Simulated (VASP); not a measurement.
All values below come from PBE GGA, VASP's PBE PAW potentials (set 64) (plane waves; VASP 6.6.1).

A VASP calculation is set up with these files.

**INCAR**
```
SIGMA = 0.2
ISIF = 2   # forces and stress, cell fixed
EDIFF = 1E-6   # SCF stop (eV)
ALGO = Normal
LDIPOL = .TRUE.
LREAL = Auto   # projection in real space or not
ISMEAR = 0   # Gaussian
LCHARG = .FALSE.
NELM = 100   # most electronic steps
LWAVE = .FALSE.
LASPH = .TRUE.
ENCUT = 600
SYSTEM = MoSi2
DIPOL = 0.5 0.5 0.5
IDIPOL = 3
LMAXMIX = 4   # l cut-off of mixed one-centre charges
GGA = PE   # PBE
PREC = Accurate
```

**POSCAR**
```
MoSi2
1
    4.5850220000     0.0000000000     0.0000000000
    2.2925110000     8.2532860000     0.0000000000
    0.0000000000     0.0000000000    18.1707000000
Si Mo
12 6
Direct
  0.8628220000   0.1743570000   0.4298020000
  0.7458020000   0.4083960000   0.3302020000
  0.5935330000   0.7129350000   0.3697990000
  0.0150910000   0.8698180000   0.3902000000
  0.4014000000   0.0972010000   0.5498030000
  0.2843800000   0.3312400000   0.4501970000
  0.1321110000   0.6357790000   0.4898000000
  0.5536690000   0.7926620000   0.5102000000
  0.9399780000   0.0200450000   0.6697980000
  0.8229580000   0.2540840000   0.5701980000
  0.6706890000   0.5586230000   0.6098000000
  0.0922470000   0.7155060000   0.6302010000
  0.4389560000   0.0220870000   0.4100010000
  0.1696670000   0.5606650000   0.3499980000
  0.9775340000   0.9449320000   0.5300020000
  0.7082450000   0.4835100000   0.4699980000
  0.5161120000   0.8677760000   0.6500020000
  0.2468230000   0.4063540000   0.5899990000
```

File KPOINTS:
```
Automatic mesh
0
Gamma
  6 6 1
```

POTCAR, in this order: Si Mo_sv (PBE.64 set). Program: vasp_std.

Question: What will the output report for the number of irreducible k-points (NKPTS), largest plane-wave count, number of space-group operations, FFT grid (NGX, NGY, NGZ)?

Answer: 
```
Quantity                                       Result
--------------------------------------  -------------
number of irreducible k-points (NKPTS)             13
largest plane-wave count                        22990
number of space-group operations                    4
FFT grid (NGX, NGY, NGZ)                40 × 70 × 150
```

The cell is a sheet with vacuum, built from a generated structure.
